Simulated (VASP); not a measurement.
# Be3Se2O (Cmc2_1) in VASP: a series of runs

Runs on Be3Se2O. Level: PBE. Tasks: single point.

Program: VASP 6.6.1. These are calculated values, not measurements. Logs are shortened: lines on timing, memory, paths and dates and some standing lists are left out, and cuts for length are marked.

### Step 1. Starting point

The structure is orthorhombic, space group Cmc2_1 (No. 36). The conventional cell has a = 10.156 Å, b = 5.744 Å, c = 5.445 Å, α = 90.00°, β = 90.00°, γ = 90.00°. Around Be (site symmetry 1) lie 1 O at 1.67 Å. Be (site symmetry m) is surrounded by 2 O at 1.74 to 1.80 Å. Se (site symmetry 1) has 4 Be at 2.23 to 2.27 Å as nearest neighbours. O (site symmetry m) has 4 Be at 1.67 to 1.80 Å as nearest neighbours.

The cell was built by a generator and needn't be a form met in nature.

### Step 2. Single point, PBE

The input, INCAR:

```
SYSTEM = Be3Se2O
  PREC = Normal
  ENCUT = 520
  EDIFF = 1E-5
  ISMEAR = 0
  SIGMA = 0.05
  LREAL = Auto
  LASPH = .TRUE.
  NELM = 80
  ALGO = Fast
  ISIF = 2
  LWAVE = .FALSE.
  LCHARG = .FALSE.
  GGA = PE
```

The input, KPOINTS:

```
regular mesh
0
G
  4 4 3
  0 0 0
```

The input, POSCAR:

```
Be3Se2O
1.0
    5.0780500000     -2.8719600000      0.0000000000
    5.0780500000      2.8719600000      0.0000000000
    0.0000000000      0.0000000000      5.4449600000
Be Se O
6 4 2
Direct
    0.8386350000      0.4292100000      0.4135620000
    0.5707900000      0.1613650000      0.4135620000
    0.1095090000      0.8904910000      0.3276790000
    0.4292100000      0.8386350000      0.9135620000
    0.1613650000      0.5707900000      0.9135620000
    0.8904910000      0.1095090000      0.8276790000
    0.8350330000      0.4840180000      0.0072250000
    0.4840180000      0.8350330000      0.5072250000
    0.1649670000      0.5159820000      0.5072250000
    0.5159820000      0.1649670000      0.0072250000
    0.8534360000      0.1465640000      0.4999890000
    0.1465640000      0.8534360000      0.9999890000
```

Potentials or basis: VASP PAW PBE potentials, release 64 (Be, Se, O).

Run with:

```sh
cat potpaw_PBE.64/Be/POTCAR potpaw_PBE.64/Se/POTCAR potpaw_PBE.64/O/POTCAR > POTCAR
mpirun -np 1 vasp_std > vasp.out
```

OUTCAR:

```text
SYSTEM = Be3Se2O
   PREC = Normal
   ENCUT = 520
   EDIFF = 1E-5
   ISMEAR = 0
   LREAL = Auto
   LASPH = .TRUE.
   NELM = 80
   ISIF = 2
   GGA = PE

 ion  position               nearest neighbor table
   1  0.839  0.429  0.414-  11 1.67   7 2.23   8 2.26   9 2.27
   2  0.571  0.161  0.414-  11 1.67  10 2.23   9 2.26   8 2.27
   3  0.110  0.890  0.328-  11 1.74  12 1.80   8 2.26   9 2.26
   4  0.429  0.839  0.914-  12 1.67   8 2.23   7 2.26  10 2.27
   5  0.161  0.571  0.914-  12 1.67   9 2.23  10 2.26   7 2.27
   6  0.890  0.110  0.828-  12 1.74  11 1.80   7 2.26  10 2.26
   7  0.835  0.484  0.007-   1 2.23   4 2.26   6 2.26   5 2.27
   8  0.484  0.835  0.507-   4 2.23   1 2.26   3 2.26   2 2.27
   9  0.165  0.516  0.507-   5 2.23   2 2.26   3 2.26   1 2.27
  10  0.516  0.165  0.007-   2 2.23   5 2.26   6 2.26   4 2.27
  11  0.853  0.147  0.500-   1 1.67   2 1.67   3 1.74   6 1.80
  12  0.147  0.853  1.000-   4 1.67   5 1.67   6 1.74   3 1.80

  LATTYP: Found a base centered orthorhombic cell.
 ALAT       =     5.7439200000
 B/A-ratio  =     1.7681478851
 C/A-ratio  =     0.9479519213

  Lattice vectors:

 A1 = (  -5.0780500000,  -2.8719600000,   0.0000000000)
 A2 = (   5.0780500000,  -2.8719600000,   0.0000000000)
 A3 = (   0.0000000000,   0.0000000000,   5.4449600000)

Analysis of symmetry for initial positions (statically):
=====================================================================
 Subroutine PRICEL returns:
 Original cell was already a primitive cell.

 Routine SETGRP: Setting up the symmetry group for a
 base centered orthorhombic supercell.

 Subroutine GETGRP returns: Found  4 space group operations
 (whereof  2 operations were pure point group operations)
 out of a pool of  8 trial point group operations.

The static configuration has the point symmetry C_1h.
 The point group associated with its full space group is C_2v.

Analysis of symmetry for dynamics (positions and initial velocities):
=====================================================================
 Subroutine PRICEL returns:
 Original cell was already a primitive cell.

 Routine SETGRP: Setting up the symmetry group for a
 base centered orthorhombic supercell.

[... 121 lines left out ...]
   ISYM   =      2    0-nonsym 1-usesym 2-fastsym
   POTIM  = 0.5000    time-step for ionic-motion
   TEBEG  =    0.0;   TEEND  =   0.0 temperature during run
   PSTRESS=    0.0 pullay stress
   NELECT =      48.0000    total number of electrons
   NUPDOWN=      -1.0000    fix difference up-down
   EMIN   =  10.00;   EMAX   =-10.00  energy-range for DOS
   EFERMI =   0.00;   METHOD = LEGACY
   ISMEAR =     0;   SIGMA  =   0.05  broadening in eV -4-tet -1-fermi 0-gaus
   EFERMI_NEDOS =   21; number of points for ismear=-14 and -15
   IALGO  =     68    algorithm
   IMIX   =      4    mixing-type and parameters
     AMIX     =   0.40;   BMIX     =  1.00
     AMIX_MAG =   1.60;   BMIX_MAG =  1.00
  volume/ion in A,a.u.               =      13.23        89.31
  Fermi-wavevector in a.u.,A,eV,Ry     =   1.098640  2.076128 16.422352  1.207009
  Thomas-Fermi vector in A             =   2.235020
   LORBIT       =      0    0 simple, 1 ext, 2 COOP (PROOUT), +10 PAW based schemes
   GGA     = PE    functional components
   LHFCALC =     F    Hartree Fock is set to
   AEXX    =    0.0000 exact exchange contribution
   IVDW    =     0    specifies the selected vdW correction
   LEPSILON=     F    determine dielectric tensor
   LRPA    =     F    only Hartree local field effects (RPA)
 non-spin polarized calculation
 RMM-DIIS sequential band-by-band and
 Gauss-broadening in eV      SIGMA  =   0.05
  energy-cutoff  :      520.00
  volume of cell :      158.82
 maximum number of plane-waves:      4300
   NGX = 21   NGY = 21   NGZ = 21

 number of electron      47.9999973 magnetization

 Free energy of the ion-electron system (eV)
  ---------------------------------------------------
  ext. energy  EPLUGINS =         0.00000000
  ---------------------------------------------------
  free energy    TOTEN  =       -61.43192775 eV

  energy without entropy =      -61.43192775  energy(sigma->0) =      -61.43192775

 E-fermi :   4.4052     XC(G=0):  -9.9786

 val. band max:        4.1402415743   @ k =   0.5000   0.2500   0.0000
 cond. band min:       7.4119146839   @ k =   0.5000   0.5000   0.0000
 fundamental gap:      3.2716731096
 Fermi energy:         4.4051833466

 k-point     1 :       0.0000    0.0000    0.0000
  band No.  band energies     occupation
      1     -15.3273      2.00000
      2     -15.1456      2.00000
      3      -9.4066      2.00000
      4      -7.9372      2.00000
      5      -7.4719      2.00000
      6      -7.4378      2.00000
[... 465 lines left out ...]
     30      10.1482      0.00000
     31      10.4413      0.00000

------------------------ aborting loop because EDIFF is reached ----------------------------------------

  FORCE on cell =-STRESS in cart. coord.  units (eV):
  Direction    XX          YY          ZZ          XY          YZ          ZX
  --------------------------------------------------------------------------------------
  -------------------------------------------------------------------------------------
  Total       -0.0254947     -0.0279937     -0.0076663      0.0000000      0.0000000      0.0000000
  in kB       -0.2571936     -0.2824044     -0.0773385      0.0000000      0.0000000      0.0000000
  external PRESSURE =      -0.2056455 kB  Pullay stress =       0.0000000 kB

 VOLUME and BASIS-vectors are now :
 -----------------------------------------------------------------------------
  energy-cutoff  :      520.00
  volume of cell :      158.82
      direct lattice vectors                 reciprocal lattice vectors
     5.078050000 -2.871960000  0.000000000     0.098462993 -0.174097132  0.000000000
     5.078050000  2.871960000  0.000000000     0.098462993  0.174097132  0.000000000
     0.000000000  0.000000000  5.444960000     0.000000000  0.000000000  0.183656078

 POSITION                                       TOTAL-FORCE (eV/Angst)
 -----------------------------------------------------------------------------------
      6.43818     -1.17585      2.25183         0.000001      0.000436     -0.006678
      3.71792     -1.17585      2.25183        -0.000001      0.000436     -0.006678
      5.07805      2.24295      1.78420        -0.000000      0.002112      0.001633
      6.43818      1.17585      4.97431         0.000001     -0.000436     -0.006678
      3.71792      1.17585      4.97431        -0.000001     -0.000436     -0.006678
      5.07805     -2.24295      4.50668        -0.000000     -0.002112      0.001633
      6.69821     -1.00810      0.03934         0.006432      0.001387      0.006167
      6.69821      1.00810      2.76182         0.006432     -0.001387      0.006167
      3.45789      1.00810      2.76182        -0.006432     -0.001387      0.006167
      3.45789     -1.00810      0.03934        -0.006432      0.001387      0.006167
      5.07805     -2.03011      2.72242        -0.000000     -0.001641     -0.000610
      5.07805      2.03011      5.44490        -0.000000      0.001641     -0.000610
 -----------------------------------------------------------------------------------
    total drift:                                0.000001     -0.000000      0.052139

  FREE ENERGIE OF THE ION-ELECTRON SYSTEM (eV)
  ---------------------------------------------------
  free  energy   TOTEN  =       -61.4319277544 eV

  energy  without entropy=      -61.4319277544  energy(sigma->0) =      -61.43192775
```

OSZICAR:

```text
N       E                     dE             d eps       ncg     rms          rms(c)
DAV:   1     0.232499339216E+03    0.23250E+03   -0.21479E+04   868   0.136E+03
DAV:   2    -0.418123673697E+02   -0.27431E+03   -0.26089E+03  1093   0.252E+02
DAV:   3    -0.638302476931E+02   -0.22018E+02   -0.21817E+02  1072   0.833E+01
DAV:   4    -0.642869907434E+02   -0.45674E+00   -0.45462E+00  1081   0.136E+01
DAV:   5    -0.642977284809E+02   -0.10738E-01   -0.10731E-01  1075   0.176E+00    0.117E+01
RMM:   6    -0.615161717415E+02    0.27816E+01   -0.13300E+01  1044   0.151E+01    0.537E+00
RMM:   7    -0.614632747457E+02    0.52897E-01   -0.10130E+00  1049   0.412E+00    0.342E+00
RMM:   8    -0.614372982016E+02    0.25977E-01   -0.30748E-01  1007   0.327E+00    0.620E-01
RMM:   9    -0.614306065636E+02    0.66916E-02   -0.43319E-02  1081   0.104E+00    0.244E-01
RMM:  10    -0.614347345574E+02   -0.41280E-02   -0.41757E-02  1077   0.861E-01    0.325E-01
RMM:  11    -0.614319099667E+02    0.28246E-02   -0.67573E-03  1059   0.416E-01    0.110E-01
RMM:  12    -0.614321621261E+02   -0.25216E-03   -0.72175E-03  1061   0.363E-01    0.925E-02
RMM:  13    -0.614319190525E+02    0.24307E-03   -0.74774E-04  1015   0.159E-01    0.265E-02
RMM:  14    -0.614319295454E+02   -0.10493E-04   -0.34667E-04   998   0.854E-02    0.138E-02
RMM:  15    -0.614319277544E+02    0.17911E-05   -0.21355E-05   747   0.328E-02
   1 F= -.61431928E+02 E0= -.61431928E+02  d E =-.150398E-14
```

Wall time 65 s (1 thread of Intel Xeon Platinum 8175M at 2.50GHz (Skylake/Cascade Lake), shared host); peak memory 0.21 GiB.

Results:

| Property | Result |
| --- | --- |
| Free energy | -61.4319 eV |
| Pressure | 0.0 GPa |
| Largest force | 0.009 eV/Å |
| Band gap on the k mesh | 3.27 eV, indirect (least direct gap 3.34 eV) |

Forces on the atoms (eV/Å):
```
Be   0.000  0.000 -0.007
Be   0.000  0.000 -0.007
Be   0.000  0.002  0.002
Be   0.000  0.000 -0.007
Be   0.000  0.000 -0.007
Be   0.000 -0.002  0.002
Se   0.006  0.001  0.006
Se   0.006 -0.001  0.006
Se  -0.006 -0.001  0.006
Se  -0.006  0.001  0.006
O    0.000 -0.002 -0.001
O    0.000  0.002 -0.001
```

Caveat: an odd mesh through Γ misses points on the zone boundary, where band edges often lie. PBE gaps usually lie below the measured ones, often by a third to a half.

### Step 3. Single point, PBE

This run uses another cell than the first one, of 25.40 Å³/atom, 1.919 times its volume.

INCAR is that of step 2.

The input, KPOINTS:

```
regular mesh
0
G
  4 4 2
  0 0 0
```

The input, POSCAR:

```
Be3Se2O
1.0
    5.7761430000      0.0000000000      0.0000000000
   -2.8880710000      5.0022860000      0.0000000000
    0.0000000000      0.0000000000     10.5487000000
Be Se O
6 4 2
Direct
    0.7313920000      0.0000000000      0.0000000000
    0.7313920000      0.0000000000      0.5000000000
    0.0000000000      0.7313920000      0.0000000000
    0.0000000000      0.7313920000      0.5000000000
    0.2686080000      0.2686080000      0.0000000000
    0.2686080000      0.2686080000      0.5000000000
    0.3333330000      0.6666670000      0.0000000000
    0.3333330000      0.6666670000      0.5000000000
    0.6666670000      0.3333330000      0.0000000000
    0.6666670000      0.3333330000      0.5000000000
    0.0000000000      0.0000000000      0.0000000000
    0.0000000000      0.0000000000      0.5000000000
```

Potentials or basis: VASP PAW PBE potentials, release 64 (Be, Se, O).

Run with:

```sh
cat potpaw_PBE.64/Be/POTCAR potpaw_PBE.64/Se/POTCAR potpaw_PBE.64/O/POTCAR > POTCAR
mpirun -np 1 vasp_std > vasp.out
```

Wall time 73 s (1 thread of Intel Xeon Platinum 8175M at 2.50GHz (Skylake/Cascade Lake), shared host); peak memory 0.25 GiB.

Results (log left out):

| Quantity | Value |
| --- | --- |
| Free energy | -60.9171 eV |
| Pressure | 0.1 GPa |
| Band gap on the k mesh | 2.85 eV |

Forces in eV/Å, atoms in the order of the input:
```
Be   0.002  0.000  0.000
Be   0.002  0.000  0.000
Be  -0.001  0.002  0.000
Be  -0.001  0.002  0.000
Be  -0.001 -0.002  0.000
Be  -0.001 -0.002  0.000
Se   0.000  0.000  0.000
Se   0.000  0.000  0.000
Se   0.000  0.000  0.000
Se   0.000  0.000  0.000
O    0.000  0.000  0.000
O    0.000  0.000  0.000
```

Levels at points of the mesh, in eV from the valence-band top:
| k point | band 22 | band 23 | band 24 | band 25 | band 26 | band 27 |
| --- | --- | --- | --- | --- | --- | --- |
| (0.00, 0.00, 0.00) | -1.59 | -0.20 | 0.00 | 2.85 | 3.97 | 3.97 |
| (0.50, 0.00, 0.00) | -1.46 | -1.02 | -0.74 | 3.57 | 4.07 | 4.26 |
| (0.00, 0.00, 0.50) | -1.60 | -0.10 | -0.10 | 3.48 | 3.48 | 4.20 |
| (0.50, 0.00, 0.50) | -1.49 | -0.89 | -0.89 | 3.83 | 3.83 | 4.22 |

Caveat: this functional lacks dispersion, which binds the layers, so the pressure and a relaxed spacing across them are unreliable.

### Step 4. Single point, PBE

This run uses another cell than the first one, of 13.42 Å³/atom, 1.014 times its volume.

INCAR is that of step 3.

The input, KPOINTS:

```
regular mesh
0
G
  6 6 6
  0 0 0
```

The input, POSCAR:

```
Be3Se2O
1.0
   -1.7041300000      5.0910200000      2.3199300000
    1.7041300000     -5.0910200000      2.3199300000
    3.4082600000     10.1820400000     -4.6398600000
Be Se O
6 4 2
Direct
    0.3400140000      0.2063660000      0.0668240000
    0.3400140000      0.2063660000      0.5668240000
    0.0727180000      0.2063660000      0.4331760000
    0.0727180000      0.2063660000      0.9331760000
    0.8236540000      0.3236540000      0.2500000000
    0.8236540000      0.3236540000      0.7500000000
    0.3396920000      0.0018470000      0.1689225000
    0.3396920000      0.0018470000      0.6689225000
    0.6640020000      0.0018470000      0.3310775000
    0.6640020000      0.0018470000      0.8310775000
    0.0094850000      0.0094850000      0.0000000000
    0.0094850000      0.0094850000      0.5000000000
```

Run with:

```sh
cat potpaw_PBE.64/Be/POTCAR potpaw_PBE.64/Se/POTCAR potpaw_PBE.64/O/POTCAR > POTCAR
mpirun -np 1 vasp_std > vasp.out
```

Wall time 9.9 min (1 thread of Intel Xeon Platinum 8175M at 2.50GHz (Skylake/Cascade Lake), shared host); peak memory 0.41 GiB.

It converged, with:

```
Free energy            : -60.9268 eV
Pressure               : 0.0 GPa
Largest force          : 0.005 eV/Å
Band gap on the k mesh : 1.48 eV
```

Forces on the atoms (eV/Å):
```
Be   0.001  0.000  0.002
Be   0.001  0.000  0.002
Be  -0.001  0.000  0.002
Be  -0.001  0.000  0.002
Be   0.000  0.000  0.000
Be   0.000  0.000  0.000
Se  -0.002 -0.002 -0.004
Se  -0.002 -0.002 -0.004
Se   0.002  0.002 -0.004
Se   0.002  0.002 -0.004
O    0.000  0.000  0.005
O    0.000  0.000  0.005
```

Levels at points of the mesh, in eV from the valence-band top:
| k point | band 21 | band 22 | band 23 | band 24 | band 25 | band 26 | band 27 | band 28 |
| --- | --- | --- | --- | --- | --- | --- | --- | --- |
| (0.00, 0.00, 0.00) | -1.72 | -1.60 | -1.50 | -0.22 | 1.85 | 2.08 | 3.99 | 4.03 |
| (0.50, 0.00, 0.00) | -1.95 | -1.52 | -1.29 | -0.84 | 2.94 | 3.77 | 4.45 | 4.58 |
| (0.50, 0.50, 0.00) | -1.96 | -1.92 | -1.62 | 0.00 | 1.48 | 2.08 | 3.99 | 4.12 |
| (0.00, 0.00, 0.50) | -2.15 | -2.15 | -1.68 | -1.68 | 3.18 | 3.18 | 4.22 | 4.22 |
| (0.50, 0.00, 0.50) | -2.20 | -2.20 | -1.26 | -1.26 | 3.82 | 3.82 | 5.07 | 5.07 |
| (0.50, 0.50, 0.50) | -2.08 | -2.08 | -1.87 | -1.87 | 2.76 | 2.76 | 3.21 | 3.21 |

### Step 5. Summary

```tsv
cell	k mesh	gap on the mesh (eV)	pressure (GPa)	largest force (eV/Å)
Cmc2_1, 13.23 Å³/atom	4 × 4 × 3	3.27	0.0	0.01
P-62m, 25.4 Å³/atom	4 × 4 × 2	2.85	0.1	-
Imm2, 13.42 Å³/atom	6 × 6 × 6	1.48	0.0	0.01
```

Alike in all rows: task single point; level PBE; potentials or basis VASP PAW PBE potentials, release 64 (Be, Se, O); no spin polarisation; cutoff (eV) 520; smearing gaussian 0.05 eV.

On the cell as given the gap runs from 1.48 eV (PBE) to 3.27 eV (PBE); the meshes differ, which moves gaps too.

Caveats: an odd mesh through Γ misses points on the zone boundary, where band edges often lie (some runs); this functional lacks dispersion, which binds the layers, so the pressure and a relaxed spacing across them are unreliable (some runs).

Absolute energies hang on the potentials; compare differences alone.
